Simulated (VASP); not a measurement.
Output of a VASP run:

### OSZICAR
```
       N       E                     dE             d eps       ncg     rms          rms(c)
DAV:   1     0.201654861155E+03    0.20165E+03   -0.15359E+04  1314   0.258E+03
DAV:   2     0.103111082518E+02   -0.19134E+03   -0.18944E+03  1428   0.686E+02
DAV:   3    -0.128003216012E+02   -0.23111E+02   -0.22975E+02  1356   0.146E+02
DAV:   4    -0.137138955320E+02   -0.91357E+00   -0.87002E+00  1084   0.255E+01
DAV:   5    -0.137780291592E+02   -0.64134E-01   -0.61826E-01  1414   0.670E+00    0.188E+01
DAV:   6    -0.137300011645E+02    0.48028E-01   -0.14367E-01  1386   0.494E+00    0.114E+01
DAV:   7    -0.137425848050E+02   -0.12584E-01   -0.16337E-01  1428   0.528E+00    0.575E-01
DAV:   8    -0.137391524931E+02    0.34323E-02   -0.48357E-02  1402   0.227E+00    0.208E-01
DAV:   9    -0.137388648461E+02    0.28765E-03   -0.24453E-03  1544   0.556E-01    0.773E-02
DAV:  10    -0.137390285488E+02   -0.16370E-03   -0.82764E-04  1530   0.243E-01    0.146E-01
DAV:  11    -0.137389976226E+02    0.30926E-04   -0.37175E-04  1542   0.226E-01    0.462E-02
DAV:  12    -0.137390018232E+02   -0.42006E-05   -0.22421E-05  1212   0.414E-02    0.169E-02
DAV:  13    -0.137390031320E+02   -0.13088E-05   -0.17415E-05  1380   0.423E-02    0.142E-02
DAV:  14    -0.137390023303E+02    0.80170E-06   -0.24749E-06   752   0.252E-02
   1 F= -.13739002E+02 E0= -.13721508E+02  d E =-.349890E-01
```

File OUTCAR:
```
------------------------ aborting loop because EDIFF is reached ----------------------------------------
  FORCE on cell =-STRESS in cart. coord.  units (eV):
  Direction    XX          YY          ZZ          XY          YZ          ZX
  --------------------------------------------------------------------------------------
  Total       -2.6755814     -2.6755814     -2.6755814      0.0000000     -0.0000000      0.0000000
  in kB      -53.1450179    -53.1450179    -53.1450179      0.0000000     -0.0000000      0.0000000
  external PRESSURE =     -53.1450179 kB  Pullay stress =       0.0000000 kB
  volume of cell :       80.66
      direct lattice vectors                 reciprocal lattice vectors
     0.000000000  3.429352000  3.429352000    -0.145800140  0.145800140  0.145800140
     3.429352000  0.000000000  3.429352000     0.145800140 -0.145800140  0.145800140
     3.429352000  3.429352000  0.000000000     0.145800140  0.145800140 -0.145800140
 POSITION                                       TOTAL-FORCE (eV/Angst)
 -----------------------------------------------------------------------------------
      0.00000      0.00000      0.00000        -0.000000      0.000000      0.000000
      1.71468      1.71468      1.71468         0.000000     -0.000000     -0.000000
      5.14403      5.14403      5.14403         0.000000      0.000000      0.000000
 -----------------------------------------------------------------------------------
    total drift:                                0.000000      0.000000      0.000000
  FREE ENERGIE OF THE ION-ELECTRON SYSTEM (eV)
  ---------------------------------------------------
  free  energy   TOTEN  =       -13.7390023303 eV

  energy  without entropy=      -13.7040132964  energy(sigma->0) =      -13.72150781
```
(Selected blocks of OUTCAR.)

File POSCAR:
```
LuGe2
1
    0.0000000000     3.4293520000     3.4293520000
    3.4293520000     0.0000000000     3.4293520000
    3.4293520000     3.4293520000     0.0000000000
Lu Ge
1 2
Direct
  0.0000000000   0.0000000000   0.0000000000
  0.2500000000   0.2500000000   0.2500000000
  0.7500000000   0.7500000000   0.7500000000
```

Task: Write an INCAR and KPOINTS that could have produced this output.

Result: One answer among several that fit: the input of the run itself, PBE GGA, plane waves, VASP's PBE PAW potentials (set 64).

INCAR:
```
LCHARG  =  .False.
PREC  =  Accurate
SIGMA  =  0.2
LMAXMIX  =  6   ! l cut-off of mixed one-centre charges
EDIFF  =  1E-6   ! SCF stop (eV)
LWAVE  =  .False.
NELM  =  100
LASPH  =  .True.   ! aspherical one-centre terms
SYSTEM  =  LuGe2
GGA  =  PE   ! PBE
ISIF  =  2   ! forces and stress, cell fixed
ALGO  =  Normal
ISMEAR  =  0   ! Gaussian
LREAL  =  .False.
ENCUT  =  300
```

### KPOINTS
```
kpoints
0
Gamma
 7 7 7
```

POTCAR, in this order: Lu_3 Ge_d (PBE.64 set). Program: vasp_std.

At this cut-off the stress carries a Pulay error, which pulls relaxed volumes low.

The structure was generated: LuGe2 was put into an ordered model structure, which need not be its known phase. The cell was not relaxed at this level. The electron count is odd and the run is not spin-polarised, which forces a metal.
